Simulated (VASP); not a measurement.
Input:

```
Ru2YSi2
1.0
   -2.07785     2.07785     4.76855
    2.07785    -2.07785     4.76855
    2.07785     2.07785    -4.76855
Y Ru Si
1 2 2
Cartesian
  0.00000   0.00000   0.00000
  0.00000   2.07785   2.38428
  2.07785   0.00000   2.38428
  0.00000   0.00000   3.57641
  0.00000   0.00000   5.96069
```

These are LDA (Ceperley-Alder, Perdew-Zunger), VASP's LDA PAW potentials (set 64) (plane waves; VASP) values and carry that method's errors. Settings: 300 eV cut-off, 8×8×8 Γ-centred mesh, Gaussian smearing of 0.14 eV, potentials Y_sv Ru_pv Si.

At this cut-off the stress carries a Pulay error, which pulls relaxed volumes low. Energy and stress use the plane-wave basis of the starting cell.

**Question.** The ions, cell shape and volume are relaxed. Give the cell that the relaxation ends in.

**Answer.** 
```
Ru2YSi2
1.0
   -2.05510     2.05510     4.71143
    2.05510    -2.05510     4.71143
    2.05510     2.05510    -4.71143
Y Ru Si
1 2 2
Direct
  0.00000   0.00000   0.00000
  0.75000   0.25000   0.50000
  0.25000   0.75000   0.50000
  0.36910   0.36910   0.00000
  0.63090   0.63090   0.00000
```
Space group I4/mmm (139), at a tolerance of 0.03 Å.

**Question.** How do energy and volume change from the first to the last step?

**Answer.** The energy (σ→0) changes by -28.5 meV/atom and the volume by -3.3 %, in 10 ionic steps.

```json
[
 {"step": "1", "E(σ→0) (eV)": "-44.7985", "max force (eV/Å)": "1.271", "pressure (GPa)": "-7.61", "volume (Å³)": "82.35"},
 {"step": "2", "E(σ→0) (eV)": "-44.5740", "max force (eV/Å)": "1.094", "pressure (GPa)": "19.31", "volume (Å³)": "73.37"},
 {"step": "3", "E(σ→0) (eV)": "-44.9223", "max force (eV/Å)": "0.494", "pressure (GPa)": "0.78", "volume (Å³)": "78.82"},
 {"step": "4", "E(σ→0) (eV)": "-44.9224", "max force (eV/Å)": "0.474", "pressure (GPa)": "1.02", "volume (Å³)": "78.74"},
 {"step": "5", "E(σ→0) (eV)": "-44.9381", "max force (eV/Å)": "0.115", "pressure (GPa)": "0.19", "volume (Å³)": "79.39"},
 {"step": "6", "E(σ→0) (eV)": "-44.9391", "max force (eV/Å)": "0.013", "pressure (GPa)": "-0.05", "volume (Å³)": "79.60"},
 {"step": "7", "E(σ→0) (eV)": "-44.9407", "max force (eV/Å)": "0.009", "pressure (GPa)": "-0.08", "volume (Å³)": "79.60"},
 {"step": "8", "E(σ→0) (eV)": "-44.9410", "max force (eV/Å)": "0.004", "pressure (GPa)": "-0.11", "volume (Å³)": "79.59"},
 {"step": "9", "E(σ→0) (eV)": "-44.9410", "max force (eV/Å)": "0.006", "pressure (GPa)": "-0.09", "volume (Å³)": "79.59"},
 {"step": "10", "E(σ→0) (eV)": "-44.9410", "max force (eV/Å)": "0.007", "pressure (GPa)": "-0.09", "volume (Å³)": "79.59"}
]
```

The structure comes from a measured Ru2YSi2 entry of the Crystallography Open Database, whose conditions weren't checked. This run relaxes it. Symmetry was kept, so distortions that lower it aren't found. The run is one of a series of settings (EDIFFG = -0.01, IBRION = 2, ISIF = 3, NSW = 50 against the base run), some of them coarse on purpose. The electron count is odd and the run is not spin-polarised, which forces a metal.
